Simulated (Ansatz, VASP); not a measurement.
**ZrB2: VASP beside Ansatz**

One calculation is typed for both programs; each brings its own data sets. How far apart do they land? The cell is taken from a series of runs on this material, whose earlier steps may have relaxed, scaled, displaced or heated it; both programs get it as it stands.

Program: Ansatz 0.2.0. Level of theory: plane waves, with VASP 6.6.1 beside it; zone-centre phonons at PBEsol. Results are calculated unless marked as measured.

**1. Starting point**

It takes space group P6/mmm (No. 191, hexagonal). Conventional cell: a = 3.174 Å, b = 3.174 Å, c = 3.534 Å, α = 90.00°, β = 90.00°, γ = 120.00°. Nearest to B lie 3 B at 1.83 Å and 6 Zr at 2.55 Å. Zr has 12 B at 2.55 Å nearest. Farther neighbours are not listed.

**2. Ansatz: zone-centre phonons, PBEsol**

Ansatz runs on its PAW soft_1 files.

Second derivatives magnify differences that forces hide, and they need a tight electronic threshold.

The input, input.yaml:

```yaml
crystal:
  lattice:
    - [3.1743496779, 0.0, 0.0]
    - [-1.587174839, 2.7490674616, 0.0]
    - [0.0, 0.0, 3.5335175182]
  atoms:
    - { symbol: B, position: [0.3333333333, 0.6666666667, 0.5] }
    - { symbol: B, position: [0.6666666667, 0.3333333333, 0.5] }
    - { symbol: Zr, position: [0.0, 0.0, 0.0] }
kpoints:
  mp_grid: { grid: [15, 15, 12] }
hamiltonian:
  xc: pbesol
  pseudopotentials: { kind: paw, azcp: { folder: soft_1 }, xc_functional: pbe }
scf:
  occupations: { method: methfessel_paxton, width: 0.2 }
output:
  eigenvalues: true
phonons:
  method: dfpt
```

Launch:

```console
$ ansatz run input.yaml --threads 4 --pin off --max-ram 10240MiB --backend cpu --events-out ev --progress --plain --runs-dir out
```

Numbers of over 12 decimals in the logs are rounded to 6 here.

The log of the run:

```text
zone centre: on kpoints.mp_grid the ground state, and the responses unless they are solved on pairs of k-points, stand on 448 of the mesh's 2700 k-points, reduced under 4 symmetry operations, with k and −k counted as one. Each operation leaves every solved displacement unchanged or reverses it
Engine: ansatz 0.2.0, x86_64-unknown-linux-gnu
Pseudopotentials: kind: paw
Pseudopotential: B, paw, valence charge 3, recommended cutoff 420 eV (normal), soft_1/B.paw.azcp
Pseudopotential: Zr, paw, valence charge 12, recommended cutoff 420 eV (normal), soft_1/Zr.paw.azcp
Functional definition: PBEsol
  exchange = pbesol_x
  correlation = pbesol_c
Crystal: 3 atoms, lattice volume = 30.835 Å³
Basis set: ecut = 420 eV, 575 PW (Γ), exchange–correlation on 48×48×48 points (8 copies of the dense FFT grid, shifted against one another)
Bands: 13, of which v1, the nominal top of the filled ones, is band 9 counted from 1 (8 counted from 0)
Symmetry: 24 space group operations
k-points: 448 of 2700 (irreducible under 4 space group operations, time reversal used)
Non-local potential: B, projectors of the file, l = 0: 2, l = 1: 2, l = 2: 1
Non-local potential: Zr, projectors of the file, l = 0: 3, l = 1: 2, l = 2: 2, l = 3: 1
PAW form: soft (Blöchl's): semilocal exchange-correlation on the pseudo side does not see the compensation charge
PAW frozen core: B, regenerated for the run's functional, and the local potential with it (the file was generated under x = pbe(κ = 0.804, μ = 0.219515), c = pbe(β = 0.066725))
PAW frozen core: Zr, regenerated for the run's functional, and the local potential with it (the file was generated under x = pbe(κ = 0.804, μ = 0.219515), c = pbe(β = 0.066725))
PAW one-centre angular grid: B, 110 points (default); XC on 64 Gauss nodes
PAW one-centre angular grid: Zr, 590 points (default); XC on 64 Gauss nodes
Initial density: superposition of atomic densities (chi_scale 0.1, normalization cell, long waves kept (reshape's long-wave potential 0.00 eV rms))
Initial wavefunctions: pseudopotential atomic-orbital guess
Functional: x = pbesol(κ = 0.804, μ = 0.123457), c = pbesol(β = 0.046)
SCF iter   1: F=—  HF=-4437.708671 eV  |F-HF|=—  |Δ(HF+E_count)|=         —  Δρ=5.32e-2  dr2=1.62e0  ethr=3.10e-3  ⟨swp⟩=4.9  Hψ=28076  notcnv=0
preconditioner: auto → none  [metal: Δε(μ)=0.030 eV  Ē_g=16.967 eV  σ=0.200 eV  W_gap=0.13  n_scr=8 (ndim 8)  ℏωp=26.7 eV  f_vac=0.000  D(μ)=0.25/eV (n_scr^D=0)  sad-step TF]
SCF iter   2: F=—  HF=-4437.338541 eV  |F-HF|=—  |Δ(HF+E_count)|=   3.70e-1  S|Δr|=    0.00e0  Δρ=2.67e-2  dr2=3.66e-1  ethr=3.10e-3  ⟨swp⟩=2.0  Hψ=11253  notcnv=0
SCF iter   3: F=—  HF=-4437.233323 eV  |F-HF|=—  |Δ(HF+E_count)|=   1.05e-1  S|Δr|=    0.00e0  Δρ=2.26e-3  dr2=1.20e-3  ethr=2.03e-3  ⟨swp⟩=2.1  Hψ=9947  notcnv=0
SCF iter   4: F=—  HF=-4437.233680 eV  |F-HF|=—  |Δ(HF+E_count)|=   3.57e-4  S|Δr|=    0.00e0  Δρ=4.04e-4  dr2=4.60e-5  ethr=6.68e-6  ⟨swp⟩=2.3  Hψ=12870  notcnv=0
SCF iter   5: F=—  HF=-4437.233688 eV  |F-HF|=—  |Δ(HF+E_count)|=   7.67e-6  S|Δr|=    0.00e0  Δρ=4.96e-5  dr2=8.09e-7  ethr=2.56e-7  ⟨swp⟩=2.1  Hψ=8335  notcnv=0
SCF iter   6: F=—  HF=-4437.233688 eV  |F-HF|=—  |Δ(HF+E_count)|=   1.89e-7  S|Δr|=    0.00e0  Δρ=8.49e-6  dr2=1.35e-8  ethr=4.50e-9  ⟨swp⟩=2.0  Hψ=9582  notcnv=0
SCF iter   7: F=—  HF=-4437.233688 eV  |F-HF|=—  |Δ(HF+E_count)|=   2.29e-9  S|Δr|=    0.00e0  Δρ=1.75e-6  dr2=5.27e-10  ethr=7.48e-11  ⟨swp⟩=2.0  Hψ=9875  notcnv=0
SCF iter   8: F=-4437.233688 eV  HF=-4437.233688 eV  |F-HF|=1.82e-12  |Δ(HF+E_count)|=  1.82e-11  S|Δr|=    0.00e0  Δρ=1.94e-7  dr2=4.25e-12  ethr=1.00e-12  ⟨swp⟩=4.0  Hψ=27363  notcnv=0
the search or the solves at the SCF's close seem to have found levels that the self-consistency loop had missed (the run counts 1). By its estimate they hold under 1e-12 electrons; where the run keeps them, the occupations were computed again with them
SCF 1 converged in 8 iterations: F = -4437.233688 eV  dr2 = 4.25e-12
  greatest PAW one-centre occupation: 0.996 electrons in one spin orbital (limit 2), on the Zr atom at site 2 (counted from 0), in its partial waves of l = 0
DFPT response loops at Γ: preconditioner auto → Kerker (q_TF=auto, 2.494 Å⁻¹) (partly filled bands, converged f_vac=0.000); β = 1.00, the filter's whole step (`scf.mixing.beta` (0.50) is not read by the response loops under this deck's `scf.mixing.preconditioner`; to damp them name `kerker` or `kerker_dos`, under which they read `scf.mixing.beta`, and type it under 1.00, their step now; both keys bind the ground state too); Broyden in place of MSR1
SCF converged after 8 iterations
Stability not checked: this state was not tested for a lower state beside it, because cold or Methfessel-Paxton smearing, or corrected tetrahedra, fill the levels in a way that the test cannot read (fill_not_monotonic; see scf.lower_state_search)
Free energy (F): -4437.233688 eV
Harris-Foulkes:  -4437.233688 eV  (|F-HF|=1.82e-12)
Internal energy: -4437.234221 eV  (E = F + TS)
E sigma→0 (E₀):  -4437.233821 eV
Entropy (-TS):   0.000534 eV (0.178 meV/atom)
Fermi energy:    15.594063 eV
--- Per-component energies (eV) ---
  E_band       = -27.652240
  E_kinetic    = 417.641007
  E_local      = -530.776418  (includes V_loc(G=0)·N_el)
  E_nonlocal   = 90.959010
  E_hartree    = 178.969017
  E_xc         = -221.408411
  E_vxc        = -262.787462  (∫ρ·V_xc dr)
  E_paw        = -3059.882118  (= ΣΔE_a)
  E_vpaw       = -100.626402  (= ΣTr[D̂ρ^β])
  E_aug_tail   = -0.000010  (compensation charges beyond the density's cutoff)
  E_ewald      = -1312.931442
  E_core_change = 0.195143  (= ΣΔE_core)
  E_smearing   = 0.000534  (= −TS)
  E_closure    = 0.000000  (closes the sum)
  Σ components = -4437.233688   (vs F -4437.233688, Δ=0.00e0)
--- Band table (eV; the first three rows and the last of 448) ---
  k-point 0: bands = [... 5 lower, 12.9844, 12.9844, 13.0003, 13.2987, 18.9864, 18.9864, 19.7971, 19.7971]
  k-point 1: bands = [... 5 lower, 12.2533, 13.0501, 13.0501, 14.0111, 18.4368, 18.4368, 19.5809, 19.5809]
  k-point 2: bands = [... 5 lower, 11.3428, 13.2447, 13.2447, 14.8424, 17.6001, 17.6001, 19.0089, 19.0089]
  k-point 447: bands = [... 5 lower, 8.7090, 11.0006, 11.9989, 13.0376, 19.0363, 20.2813, 20.5140, 21.6010]
--- Phonons (Γ-DFPT): 4 representative perturbations + reference, on 448 of 2700 k-points (Σ response iterations 12) ---
  k mesh reduced under 4 symmetry operations, with k and −k counted as one. Each operation leaves every solved displacement unchanged or reverses it
  ASR residual: 1.308e-4 → 0.000e0 eV/Å²; symmetrization residual: 2.433e-7 eV/Å²
  ASR residual per site (eV/Å²): 1.69e-5 1.69e-5 1.31e-4
  Γ frequencies (cm⁻¹): 0.00 0.00 0.00 449.36 449.36 462.72 557.90 765.48 765.48
  non-analytic LO–TO correction: not included (Born effective charges unavailable; polar crystals: no LO–TO splitting at Γ)
```

Reading the cycles: dr2 is the Hartree energy of the density residual (eV), the measure of convergence; HF is the Harris–Foulkes estimate of the energy, which meets the free energy F at convergence.

[end of part 1 of 2]

[Lines on the potential files, build, host, timing and source positions are cut from VASP's logs without a mark.]

[Logs are printed without paths, hosts, clocks, repeated set-up lines and the standing remarks that a program may print on its own settings, such as how far it seeks lower states.]

[Hosts, paths, dates, database ids (printed as entryN), source tags and the programs' standing remarks are cut or masked in the printed files.]
